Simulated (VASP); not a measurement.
## HfC (Fm-3m): a series in a change of volume

How do stress and energy of HfC follow a change of volume?

Main program and level: VASP 6.6.1; PBEsol; plane waves and PAW (Hf_sv_GW, C); cell typed or built by script, in the first sound run; inputs show where later runs differ.

### Step 1. The starting structure

The structure is cubic, space group Fm-3m (No. 225). The conventional cell has a = 4.640 Å, b = 4.640 Å, c = 4.640 Å, α = 90.00°, β = 90.00°, γ = 90.00°. Nearest to Hf lie 6 C at 2.32 Å. C has 6 Hf at 2.32 Å nearest. Farther neighbours are not listed.

### Step 2. Relax the crystal, PBEsol

The series starts from the cell that this level prefers, so that zero strain is near zero stress.

This step took 2 runs in a row; the last is shown.

Level: PBEsol; plane waves and PAW (Hf_sv_GW, C); cell typed or built by script.

Contents of INCAR:

```
SYSTEM = HfC
PREC = Accurate
ENCUT = 600
EDIFF = 1E-07
NELM = 120
ISMEAR = 1
SIGMA = 0.15
LREAL = .FALSE.
ALGO = Normal
GGA = PS
NBANDS = 14
LASPH = .TRUE.
LORBIT = 11
LWAVE = .FALSE.
LCHARG = .FALSE.
KPAR = 8
IBRION = 2
NSW = 40
ISIF = 3
EDIFFG = -0.005
POTIM = 0.4
```

Contents of POSCAR:

```
HfC
1.0
    0.0000000000      2.3059103520      2.3059103520
    2.3059103520      0.0000000000      2.3059103520
    2.3059103520      2.3059103520      0.0000000000
Hf C
1 1
Direct
    0.0000000000      0.0000000000      0.0000000000
    0.5000000000      0.5000000000      0.5000000000
```

Contents of KPOINTS:

```
Automatic mesh
0
Gamma
19 19 19
0 0 0
```

The projector-augmented-wave data sets are Hf_sv_GW and C (PBE family, release 64).

Run with:

```sh
$ mpirun -np 8 vasp_std
```

Log:

```text
[banner, memory and clock lines left out]
running    8 mpi-ranks, on    1 nodes
[...]
|                                                                             |
|           W    W    AA    RRRRR   N    N  II  N    N   GGGG   !!!           |
|           W    W   A  A   R    R  NN   N  II  NN   N  G    G  !!!           |
|           W    W  A    A  R    R  N N  N  II  N N  N  G       !!!           |
|           W WW W  AAAAAA  RRRRR   N  N N  II  N  N N  G  GGG   !            |
|           WW  WW  A    A  R   R   N   NN  II  N   NN  G    G                |
|           W    W  A    A  R    R  N    N  II  N    N   GGGG   !!!           |
|                                                                             |
|     For optimal performance we recommend to set                             |
|       NCORE = 2 up to number-of-cores-per-socket                            |
|     NCORE specifies how many cores store one orbital (NPAR=cpu/NCORE).      |
|     This setting can greatly improve the performance of VASP for DFT.       |
[...]
|     You enforced a specific xc type in the INCAR file but a different       |
|     [... a line on the potential file left out ...]
|     I HOPE YOU KNOW WHAT YOU ARE DOING!                                     |
|                                                                             |

 LDA part: xc-table for (Slater+PW92), standard interpolation
 POSCAR, INCAR and KPOINTS ok, starting setup
[...]
entering main loop
       N       E                     dE             d eps       ncg     rms          rms(c)
DAV:   1     0.824823827418E+02    0.82482E+02   -0.95768E+03  6160   0.125E+03
DAV:   2    -0.251183946786E+02   -0.10760E+03   -0.99372E+02  8152   0.271E+02
DAV:   3    -0.289998053702E+02   -0.38814E+01   -0.38547E+01  7654   0.522E+01
DAV:   4    -0.290140878381E+02   -0.14282E-01   -0.14276E-01  6988   0.369E+00
[...]
DAV:  13    -0.250011924603E+02    0.10994E-05   -0.46738E-06  7318   0.136E-02    0.399E-02
DAV:  14    -0.250011923139E+02    0.14633E-06   -0.39463E-07  6538   0.504E-03    0.137E-02
DAV:  15    -0.250011922582E+02    0.55731E-07   -0.45061E-08  3284   0.175E-03
   1 F= -.25001192E+02 E0= -.25001320E+02  d E =-.250012E+02
[...]
reached required accuracy - stopping structural energy minimisation
```

The job ended after 13 s (8 MPI ranks of Intel Xeon Platinum 8488C (Sapphire Rapids), shared host; peak memory 2 GiB; 99 s of CPU time).

The logs omit lines about the potential files and the build; timing stands in the text.

OUTCAR, selected parts (step 2):

```text
  Total       -0.0021639     -0.0021639     -0.0021639     -0.0000000      0.0000000      0.0000000
  in kB       -0.1413811     -0.1413811     -0.1413811     -0.0000000      0.0000000      0.0000000
  external PRESSURE =      -0.1413811 kB  Pullay stress =       0.0000000 kB

 POSITION                                       TOTAL-FORCE (eV/Angst)
 -----------------------------------------------------------------------------------
      0.00000      0.00000      0.00000         0.000000     -0.000000      0.000000
      2.30591      2.30591      2.30591        -0.000000      0.000000     -0.000000
 -----------------------------------------------------------------------------------
    total drift:                                0.000000      0.000000      0.000000

  FREE ENERGIE OF THE ION-ELECTRON SYSTEM (eV)
  ---------------------------------------------------
  free  energy   TOTEN  =       -25.0011922582 eV

  energy  without entropy=      -25.0015769706  energy(sigma->0) =      -25.00132050

 reached required accuracy - stopping structural energy minimisation

[... 3 further parts left out ...]
[key lines of the parts left out:]
E-fermi :   9.5605
```

Numbers from this step:

| Quantity | Value |
| --- | --- |
| energy(sigma→0) of the program | -25.0013 eV |
| stress, compression positive | xx, yy, zz -0.01, -0.01, -0.01 GPa |
| volume | 24.522 Å³ |
| ionic steps | 1 |

### Step 3. Relax at fixed volume, PBEsol

One member in full: the volume is scaled by 1.06, and the cell is held.

Level: PBEsol; plane waves and PAW (Hf_sv_GW, C); cell typed or built by script.

Changes to INCAR since step 2:

```diff
@@ -15,7 +15,8 @@
 LCHARG = .FALSE.
-KPAR = 8
+KPAR = 2
 IBRION = 2
 NSW = 40
-ISIF = 3
-EDIFFG = -0.005
+ISIF = 2
+EDIFFG = -0.004
 POTIM = 0.4
+MAXMIX = 40
```

Contents of POSCAR:

```
HfC
1.0
    0.0000000000      2.3511357623      2.3511357623
    2.3511357623      0.0000000000      2.3511357623
    2.3511357623      2.3511357623      0.0000000000
Hf C
1 1
Direct
    0.0000000000      0.0000000000      0.0000000000
    0.5000000000      0.5000000000      0.5000000000
```

KPOINTS is that of step 2.

Run with:

```sh
$ mpirun -np 2 vasp_std
```

Log:

```text
[banner, memory and clock lines left out]
running    2 mpi-ranks, on    1 nodes
[...]
[... a notice as in an earlier step ...]

 LDA part: xc-table for (Slater+PW92), standard interpolation
 POSCAR, INCAR and KPOINTS ok, starting setup
[...]
entering main loop
       N       E                     dE             d eps       ncg     rms          rms(c)
DAV:   1     0.829794065343E+02    0.82979E+02   -0.94893E+03  6176   0.124E+03
DAV:   2    -0.250542669887E+02   -0.10803E+03   -0.99928E+02  8156   0.270E+02
DAV:   3    -0.290516404448E+02   -0.39974E+01   -0.39733E+01  7648   0.526E+01
DAV:   4    -0.290666125248E+02   -0.14972E-01   -0.14967E-01  6976   0.382E+00
[...]
DAV:  13    -0.249387590150E+02    0.17632E-05   -0.87583E-06  7426   0.176E-02    0.772E-02
DAV:  14    -0.249387587861E+02    0.22892E-06   -0.84976E-07  6670   0.650E-03    0.230E-02
DAV:  15    -0.249387587261E+02    0.60016E-07   -0.42990E-08  3392   0.180E-03
   1 F= -.24938759E+02 E0= -.24938970E+02  d E =-.249388E+02
[...]
reached required accuracy - stopping structural energy minimisation
```

Run time: 34 s. Hardware: 2 MPI ranks; peak memory 0.48 GiB; 66 s of CPU time.

From OUTCAR (step 3):

```text
  Total       -2.1449044     -2.1449044     -2.1449044      0.0000000      0.0000000      0.0000000
  in kB     -132.2072902   -132.2072902   -132.2072902      0.0000000      0.0000000      0.0000000
  external PRESSURE =    -132.2072902 kB  Pullay stress =       0.0000000 kB

 POSITION                                       TOTAL-FORCE (eV/Angst)
 -----------------------------------------------------------------------------------
      0.00000      0.00000      0.00000         0.000000      0.000000      0.000000
      2.35114      2.35114      2.35114        -0.000000     -0.000000     -0.000000
 -----------------------------------------------------------------------------------
    total drift:                                0.000000      0.000000      0.000000

  FREE ENERGIE OF THE ION-ELECTRON SYSTEM (eV)
  ---------------------------------------------------
  free  energy   TOTEN  =       -24.9387587261 eV

  energy  without entropy=      -24.9393940296  energy(sigma->0) =      -24.93897049

[... 2 parts as in an earlier step ...]

[... 2 further parts left out ...]
[key lines of the parts left out:]
E-fermi :   8.9069
```

This run gave:

- energy(sigma→0) of the program: -24.9390 eV
- stress, compression positive: xx, yy, zz -13.22, -13.22, -13.22 GPa
- ionic steps: 1

### Step 4. All members

The other members went through these steps as far as the tables show, with the same cutoff and, step by step, the same mesh; 9 runs are not shown. The session took 0.27 core hours (wall time by ranks) on a shared machine.

```
volume over the relaxed volume  volume (Å³/atom)  pressure (GPa)  energy above the unstrained row, extrapolated to no smearing (meV/atom)
                         0.940            11.525          17.847                                                                   39.690
                         0.960            11.771          11.284                                                                   17.204
                         0.980            12.016               ?                                                                        ?
                         0.990            12.138           2.601                                                                    1.109
                             1            12.261          -0.014                                                                    0.000
                         1.010            12.384          -2.501                                                                    0.841
                         1.020            12.506          -4.866                                                                    3.542
                         1.040            12.752          -9.253                                                                   14.159
                         1.060            12.997         -13.221                                                                   31.175
```

### Step 5. Stress from the known rows

Fitting a cubic to the 8 known rows (u: logarithm of the volume ratio) gives pressure = − 483.1 u³ + 514.4 u² − 255.0 u − 0.01445 in GPa; the residuals are 3.0e-4 GPa r.m.s.

At u = -0.02020 this predicts 5.351 GPa.

### Step 6. Checking the prediction

The calculation gives 5.351 GPa, so the prediction is right to the last digit shown.

A cubic of the pressure in ln(V/V₀) through all rows has the slope −B at V₀: B = 255 GPa, and its curvature gives B′ = 4.0.

### Step 7. Outcome

* error of the predicted pressure: 0.000 GPa
* bulk modulus: 255 GPa

The slope of the energy gives 0.16 GPa at the relaxed volume where the pressure column has -0.01 GPa, a mark of the finite basis or of the smearing. These are static values: temperature and zero-point motion are left out. In a metal the slopes also depend on mesh and smearing, which were held through the series.

[Lines on the potential files, build, host, timing and source positions are cut from VASP's logs without a mark.]

[Logs are printed without paths, hosts, clocks, repeated set-up lines and the standing remarks that a program may print on its own settings, such as how far it seeks lower states.]

[Hosts, paths, dates, database ids (printed as entryN), source tags and the programs' standing remarks are cut or masked in the printed files.]

[In band tables of VASP the shares of atoms and orbitals are scaled to a sum of 1 inside the atoms' spheres.]
